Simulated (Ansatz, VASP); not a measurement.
**Cross-check of Ta3NO6 (Ta3NO6 (Cm)) between VASP and Ansatz**

One calculation is typed for both programs; each brings its own data sets. How far apart do they land? Of the first pair: The structure shown is the start of the Ansatz relaxation below; VASP solves that cell, so the two are compared at the walk's first step.

Program: Ansatz 0.2.0. Level of theory: plane waves, with VASP 6.6.1 beside it; single point at PBEsol. Results are calculated unless marked as measured.

### Step 1. Starting point

It takes space group Cm (No. 8, monoclinic). Conventional cell: a = 20.753 Å, b = 3.860 Å, c = 11.940 Å, α = 90.00°, β = 120.00°, γ = 90.00°. Nearest to Ta lie 6 O at 1.93 to 2.03 Å. Nearest to Ta lie 6 O at 1.83 to 2.23 Å. Ta has 6 O at 1.83 to 2.24 Å nearest. Nearest to Ta lie 4 O at 1.86 to 2.28 Å and 2 N at 1.94 to 2.20 Å. Nearest to Ta lie 4 O at 1.91 to 1.97 Å and 2 N at 2.12 to 2.16 Å. Nearest to Ta lie 4 O at 1.85 to 2.06 Å and 2 N at 1.99 to 2.31 Å. Farther neighbours and most contacts between anions are not listed.

### Step 2. Ansatz: relaxation, PBEsol

Ansatz runs on its default PAW (the set named soft_2) files.

The two programs are compared at the cell with which this relaxation starts, whose forces are those of its first step.

Input file input.yaml:

```yaml
crystal:
  lattice:
    - [10.376717, -1.9301167, 0.0]
    - [10.376717, 1.9301167, 0.0]
    - [-5.9698349, 0.0, 10.3409436]
  atoms:
    - { symbol: Ta, position: [0.00017843, 0.00017843, 0.9999576] }
    - { symbol: Ta, position: [0.81559418, 0.81559418, 0.99724505] }
    - { symbol: Ta, position: [0.18306575, 0.18306575, 0.99847213] }
    - { symbol: Ta, position: [0.91940007, 0.91940007, 0.36590624] }
    - { symbol: Ta, position: [0.08033167, 0.08033167, 0.62667912] }
    - { symbol: Ta, position: [0.10424044, 0.10424044, 0.37262849] }
    - { symbol: Ta, position: [0.89177391, 0.89177391, 0.62699625] }
    - { symbol: Ta, position: [0.70871328, 0.70871328, 0.63031939] }
    - { symbol: Ta, position: [0.29014132, 0.29014132, 0.36795307] }
    - { symbol: "N", position: [0.8283537, 0.8283537, 0.41003708] }
    - { symbol: "N", position: [0.17262742, 0.17262742, 0.59581398] }
    - { symbol: "N", position: [0.02411424, 0.02411424, 0.41823818] }
    - { symbol: O, position: [0.62805678, 0.62805678, 0.41845744] }
    - { symbol: O, position: [0.37497714, 0.37497714, 0.58643475] }
    - { symbol: O, position: [0.40174129, 0.40174129, 0.37447933] }
    - { symbol: O, position: [0.5977884, 0.5977884, 0.62863474] }
    - { symbol: O, position: [0.20716996, 0.20716996, 0.38594026] }
    - { symbol: O, position: [0.79565656, 0.79565656, 0.62259349] }
    - { symbol: O, position: [0.75189912, 0.75189912, 0.80848346] }
    - { symbol: O, position: [0.24622025, 0.24622025, 0.1895819] }
    - { symbol: O, position: [0.29056544, 0.29056544, 0.99681289] }
    - { symbol: O, position: [0.70902953, 0.70902953, 0.0010402] }
    - { symbol: O, position: [0.09858315, 0.09858315, 0.01129647] }
    - { symbol: O, position: [0.90037109, 0.90037109, 0.98571045] }
    - { symbol: O, position: [0.97599486, 0.97599486, 0.58580139] }
    - { symbol: O, position: [0.1277309, 0.1277309, 0.8111314] }
    - { symbol: O, position: [0.87060165, 0.87060165, 0.18567936] }
    - { symbol: O, position: [0.49898588, 0.49898588, 0.99909315] }
    - { symbol: O, position: [0.95215547, 0.95215547, 0.80462903] }
    - { symbol: O, position: [0.04929116, 0.04929116, 0.19395572] }
basis:
  ecutwfc: 420
  xc_grid: 2
hamiltonian:
  xc: pbesol
kpoints:
  mp_grid: { grid: [7, 7, 3] }
scf:
  occupations: { method: fermi_dirac, width: 0.01 }
  max_iter: 150
output:
  forces: true
  stress: true
relax:
  f_tol: 0.01
  max_steps: 60
  cell: {}
checkpoint:
  write: "../pbesol.run"
  compress: false
  write_wavefunctions: false
  write_every: 100000
```

Launch:

```bash
$ ansatz run input.yaml --threads 4 --pin off --max-ram 6594MiB --backend cpu --events-out ev --progress --plain --runs-dir out
```

Numbers of over 12 decimals in the logs are rounded to 6 here.

What it wrote:

```text
basis.fft_grid_basis auto: the FFT boxes are laid along the combinations [[1, -1, 0], [0, 1, 0], [1, 0, 1]] of the cell's own vectors, 3.860, 10.555 and 11.405 Å long. The dense box has 27×72×80 points. Along the cell's own vectors, as sized, it would have 72×72×80, 2.67 times as many. Of the 2 symmetry operations that the crystal satisfies within crystal.symmetry.tolerance (time reversal apart; of a slab, those that [...]
Engine: ansatz 0.2.0, aarch64-unknown-linux-gnu
Pseudopotentials: kind: paw
Pseudopotential: Ta, paw, valence charge 13, recommended cutoff 420 eV (normal), Ta.paw.azcp
Pseudopotential: N, paw, valence charge 5, recommended cutoff 420 eV (normal), N.paw.azcp
Pseudopotential: O, paw, valence charge 6, recommended cutoff 420 eV (normal), O.paw.azcp
Functional definition: PBEsol
  exchange = pbesol_x
  correlation = pbesol_c
Crystal: 30 atoms, lattice volume = 414.223 Å³
Basis set: ecut = 420 eV, 8119 PW (Γ), FFT grids on a1−a2, a2, a1+a3, exchange–correlation on 54×144×160 points (8 copies of the dense FFT grid, shifted against one another)
Bands: 150, of which v1, the nominal top of the filled ones, is band 120 counted from 1 (119 counted from 0)
Symmetry: 2 space group operations
Space group: Cm (ITA 8), of the structure as read, at distance tolerance 7.5e-5 Å
k-points: 44 of 147 (time reversal used)
Non-local potential: Ta, projectors of the file, l = 0: 3, l = 1: 2, l = 2: 2, l = 3: 1
Non-local potential: N, projectors of the file, l = 0: 2, l = 1: 2, l = 2: 1
Non-local potential: O, projectors of the file, l = 0: 2, l = 1: 2, l = 2: 1
PAW form: soft (Blöchl's): semilocal exchange-correlation on the pseudo side does not see the compensation charge
PAW frozen core: Ta, regenerated for the run's functional, and the local potential with it (the file was generated under x = pbe(κ = 0.804, μ = 0.219515), c = pbe(β = 0.066725))
PAW frozen core: N, regenerated for the run's functional, and the local potential with it (the file was generated under x = pbe(κ = 0.804, μ = 0.219515), c = pbe(β = 0.066725))
PAW frozen core: O, regenerated for the run's functional, and the local potential with it (the file was generated under x = pbe(κ = 0.804, μ = 0.219515), c = pbe(β = 0.066725))
PAW one-centre angular grid: Ta, 590 points (default); XC on 64 Gauss nodes
PAW one-centre angular grid: N, 110 points (default); XC on 64 Gauss nodes
PAW one-centre angular grid: O, 110 points (default); XC on 64 Gauss nodes
Initial density: superposition of atomic densities (neutral atoms: chi_scale 0, normalization atom), corrected by the library's trained network
Initial wavefunctions: pseudopotential atomic-orbital guess
Functional: x = pbesol(κ = 0.804, μ = 0.123457), c = pbesol(β = 0.046)
SCF iter   1: F=—  HF=-99521.885475 eV  |F-HF|=—  |Δ(HF+E_count)|=         —  Δρ=1.72e-2  dr2=1.12e0  ethr=1.77e-3  ⟨swp⟩=6.4  Hψ=24249  notcnv=0  defer=758
preconditioner: auto → Resta (q_TF=auto, 2.491 Å⁻¹)  ε∞=5.6  [insulator: Δε(μ)=1.880 eV  Ē_g=11.017 eV  σ=0.010 eV  W_gap=1.00  n_scr=114 (ndim 8)  ℏωp=23.6 eV  f_vac=0.149  D(μ)=0.00/eV (n_scr^D=0)  ε∞_Penn≈5.6]
SCF iter   2: F=—  HF=-99521.651778 eV  |F-HF|=—  |Δ(HF+E_count)|=   2.34e-1  Δρ=5.06e-3  dr2=7.76e-2  ethr=4.65e-4  ⟨swp⟩=2.0  Hψ=10946  notcnv=0  defer=1034
SCF iter   3: F=—  HF=-99521.637646 eV  |F-HF|=—  |Δ(HF+E_count)|=   1.41e-2  Δρ=1.49e-3  dr2=6.93e-3  ethr=3.23e-5  ⟨swp⟩=2.1  Hψ=9118  notcnv=0  defer=1034
SCF iter   4: F=—  HF=-99521.638346 eV  |F-HF|=—  |Δ(HF+E_count)|=   7.00e-4  Δρ=6.87e-4  dr2=1.71e-3  ethr=2.89e-6  ⟨swp⟩=2.1  Hψ=8627  notcnv=0  defer=1034
SCF iter   5: F=—  HF=-99521.638191 eV  |F-HF|=—  |Δ(HF+E_count)|=   1.55e-4  Δρ=1.54e-4  dr2=1.21e-4  ethr=7.13e-7  ⟨swp⟩=2.0  Hψ=9083  notcnv=0  defer=1034
SCF iter   6: F=—  HF=-99521.638239 eV  |F-HF|=—  |Δ(HF+E_count)|=   4.78e-5  Δρ=7.65e-5  dr2=2.70e-5  ethr=5.04e-8  ⟨swp⟩=2.0  Hψ=8627  notcnv=0  defer=1034
SCF iter   7: F=—  HF=-99521.638191 eV  |F-HF|=—  |Δ(HF+E_count)|=   4.74e-5  Δρ=3.49e-5  dr2=6.34e-6  ethr=1.12e-8  ⟨swp⟩=2.0  Hψ=9527  notcnv=0  defer=1034
SCF iter   8: F=—  HF=-99521.638193 eV  |F-HF|=—  |Δ(HF+E_count)|=   2.00e-6  Δρ=1.35e-5  dr2=9.68e-7  ethr=2.64e-9  ⟨swp⟩=2.0  Hψ=8692  notcnv=0  defer=1034
SCF iter   9: F=—  HF=-99521.638194 eV  |F-HF|=—  |Δ(HF+E_count)|=   8.54e-7  Δρ=9.60e-6  dr2=4.09e-7  ethr=4.03e-10  ⟨swp⟩=2.0  Hψ=9125  notcnv=0  defer=1034
SCF iter  10: F=-99521.638194 eV  HF=-99521.638194 eV  |F-HF|=6.02e-8  |Δ(HF+E_count)|=   6.59e-8  Δρ=2.54e-6  dr2=3.82e-8  ethr=4.17e-11  ⟨swp⟩=3.0  Hψ=23777  notcnv=0
[...]
Crystal: 30 atoms, lattice volume = 411.590 Å³
[...]
preconditioner: auto → Resta (q_TF=auto, 2.494 Å⁻¹)  ε∞=5.5  [insulator: Δε(μ)=2.101 eV  Ē_g=11.201 eV  σ=0.010 eV  W_gap=1.00  n_scr=114 (ndim 8)  ℏωp=23.7 eV  f_vac=0.147  D(μ)=0.00/eV (n_scr^D=0)  ε∞_Penn≈5.5]
[...]
SCF iter   3: F=—  HF=-99521.658271 eV  |F-HF|=—  |Δ(HF+E_count)|=   5.24e-5  Δρ=1.73e-5  dr2=1.07e-6  ethr=3.03e-9  ⟨swp⟩=2.0  Hψ=10582  notcnv=0
SCF iter   4: F=—  HF=-99521.658271 eV  |F-HF|=—  |Δ(HF+E_count)|=   1.77e-7  Δρ=5.13e-6  dr2=1.15e-7  ethr=4.47e-10  ⟨swp⟩=2.0  Hψ=9906  notcnv=0
[...]
SCF iter   5: F=-99521.657776 eV  HF=-99521.657776 eV  |F-HF|=8.73e-11  |Δ(HF+E_count)|=  7.28e-11  Δρ=1.43e-7  dr2=8.16e-11  ethr=1.00e-12  ⟨swp⟩=4.0  Hψ=20746  notcnv=0
SCF 9 converged in 5 iterations: F = -99521.657776 eV  dr2 = 8.16e-11
relax step   9: F+E_penalty+E_count = -99521.65777624 eV  Δ(F+E_penalty+E_count) = +4.946e-4 eV  max|allowed force component| = 7.337e-3 eV/Å  Δτ_max = 0.0000 Å  P = +0.001 GPa  Ω = 411.590 Å³  stress off target by 5.23e-3 GPa  SCF on the basis re-selected at this cell (its energy is not comparable with the rows above)  (5 SCF iters)
basis re-selected at this cell: Δ(F+E_penalty+E_count) = +4.946e-4 eV, ΔP = -0.001 GPa vs the last step (what re-selecting the basis moved, of the pressure what is left beyond the Pulay correction that the steps carried, after the strain that the cell walked since its last selection, with what the two solves' SCF thresholds leave and, on support functions, any second-order correction that the steps lacked; it is no m [...]
SCF converged after 5 iterations
Free energy (F): -99521.657776 eV
Harris-Foulkes:  -99521.657776 eV  (|F-HF|=8.73e-11)
Internal energy: -99521.657776 eV  (E = F + TS)
E sigma→0 (E₀):  -99521.657776 eV
Fermi energy:    8.645078 eV
--- Per-component energies (eV) ---
  E_band       = -2321.045139
  E_kinetic    = 6800.523399
  E_local      = -18819.014531  (includes V_loc(G=0)·N_el)
  E_nonlocal   = 1162.943240
  E_hartree    = 6999.645597
  E_xc         = -3426.457901
  E_vxc        = -3722.761718  (∫ρ·V_xc dr)
  E_paw        = -77567.247730  (= ΣΔE_a)
  E_vpaw       = -1742.072114  (= ΣTr[D̂ρ^β])
  E_aug_tail   = 0.045456  (compensation charges beyond the density's cutoff)
  E_ewald      = -14674.737603
  E_core_change = 2.642297  (= ΣΔE_core)
  E_smearing   = -0.000000  (= −TS)
  E_closure    = 0.000000  (closes the sum)
  Σ components = -99521.657776   (vs F -99521.657776, Δ=0.00e0)
--- Forces (eV/Å), atoms counted from 1 ---
  atom   1  Ta     0.00394184     0.00000000    -0.00085471
  atom   2  Ta    -0.00290362     0.00000000     0.00053941
  atom   3  Ta    -0.00208655     0.00000000    -0.00518341
  atom   4  Ta     0.00242503     0.00000000     0.00611542
  atom   5  Ta    -0.00468177     0.00000000     0.00186125
  atom   6  Ta    -0.00256665     0.00000000    -0.00297522
  atom   7  Ta     0.00253036     0.00000000     0.00291563
  atom   8  Ta    -0.00353243     0.00000000     0.00125236
  atom   9  Ta     0.00335785     0.00000000    -0.00378746
  atom  10  N     -0.00115665     0.00000000    -0.00126779
  atom  11  N      0.00061389     0.00000000     0.00175690
  atom  12  N      0.00347900     0.00000000    -0.00323979
  atom  13  O      0.00116934     0.00000000     0.00079644
  atom  14  O     -0.00166978     0.00000000    -0.00171474
  atom  15  O     -0.00130595     0.00000000    -0.00131333
  atom  16  O      0.00168333     0.00000000     0.00067598
  atom  17  O     -0.00132570     0.00000000     0.00090828
  atom  18  O      0.00060597     0.00000000    -0.00002167
  atom  19  O      0.00053815     0.00000000    -0.00310864
  atom  20  O      0.00026024     0.00000000     0.00733709
  atom  21  O      0.00285484     0.00000000     0.00028484
  atom  22  O      0.00245577     0.00000000     0.00064286
  atom  23  O     -0.00170572     0.00000000     0.00038292
  atom  24  O     -0.00258337     0.00000000     0.00028589
  atom  25  O      0.00060841     0.00000000    -0.00094129
  atom  26  O      0.00116430     0.00000000    -0.00057203
  atom  27  O     -0.00013663     0.00000000    -0.00227881
  atom  28  O     -0.00020797     0.00000000     0.00019383
  atom  29  O     -0.00075930     0.00000000     0.00032669
  atom  30  O     -0.00106730     0.00000000     0.00098705
  max |Σ_I F_I| component: 3.95e-6 eV/Å
--- Stress (GPa, compression-positive) ---
        0.005068       0.000000      -0.001155
        0.000000       0.000462       0.000000
       -0.001155       0.000000      -0.002741
  P = ⅓ Tr σ = 0.0009 GPa (0.009 kbar)
--- Relaxed structure (7 steps of the walk, 7 accepted, 2 SCFs on fresh bases) ---
  F+E_penalty+E_count = -99521.65777624 eV   max|allowed force component| = 7.337e-3 eV/Å   (the final SCF, on the basis selected at the relaxed cell)
  cell:  # Å, volume = 411.5896 Å³
    - [10.350276, -1.928661, -0.00159138]
    - [10.350276, 1.928661, -0.00159138]
    - [-5.956209, -2.2322990922032487e-18, 10.310155]
  atoms:
    - { symbol: Ta, position: [0.000112446, 0.000112446, 0.999775] }
    - { symbol: Ta, position: [0.815413, 0.815413, 0.997899] }
    - { symbol: Ta, position: [0.183283, 0.183283, 0.998095] }
    - { symbol: Ta, position: [0.919354, 0.919354, 0.367233] }
    - { symbol: Ta, position: [0.080333, 0.080333, 0.625521] }
    - { symbol: Ta, position: [0.104711, 0.104711, 0.373187] }
    - { symbol: Ta, position: [0.891166, 0.891166, 0.626170] }
    - { symbol: Ta, position: [0.708138, 0.708138, 0.629914] }
    - { symbol: Ta, position: [0.290615, 0.290615, 0.368537] }
    - { symbol: N, position: [0.828439, 0.828439, 0.410314] }
    - { symbol: N, position: [0.172656, 0.172656, 0.595212] }
    - { symbol: N, position: [0.024131, 0.024131, 0.418160] }
    - { symbol: O, position: [0.627887, 0.627887, 0.418431] }
    - { symbol: O, position: [0.374793, 0.374793, 0.585886] }
    - { symbol: O, position: [0.401822, 0.401822, 0.375203] }
    - { symbol: O, position: [0.597951, 0.597951, 0.628209] }
    - { symbol: O, position: [0.207512, 0.207512, 0.386548] }
    - { symbol: O, position: [0.795241, 0.795241, 0.621958] }
    - { symbol: O, position: [0.751980, 0.751980, 0.808481] }
    - { symbol: O, position: [0.246159, 0.246159, 0.189792] }
    - { symbol: O, position: [0.290627, 0.290627, 0.997131] }
    - { symbol: O, position: [0.709100, 0.709100, 0.00100829] }
    - { symbol: O, position: [0.098358, 0.098358, 0.010029] }
    - { symbol: O, position: [0.900579, 0.900579, 0.986982] }
    - { symbol: O, position: [0.976056, 0.976056, 0.585959] }
    - { symbol: O, position: [0.128172, 0.128172, 0.810587] }
    - { symbol: O, position: [0.870241, 0.870241, 0.186572] }
    - { symbol: O, position: [0.498987, 0.498987, 0.998877] }
    - { symbol: O, position: [0.951527, 0.951527, 0.804249] }
    - { symbol: O, position: [0.050007, 0.050007, 0.194083] }
```

The column dr2 measures how far the density is from self-consistency, as an energy; F and HF (Harris–Foulkes) agree once it is small.

(Continued in part 2 of 3.)

[Lines on the potential files, build, host, timing and source positions are cut from VASP's logs without a mark.]

[Logs are printed without paths, hosts, clocks, repeated set-up lines and the standing remarks that a program may print on its own settings, such as how far it seeks lower states.]

[Hosts, paths, dates, database ids (printed as entryN), source tags and the programs' standing remarks are cut or masked in the printed files.]
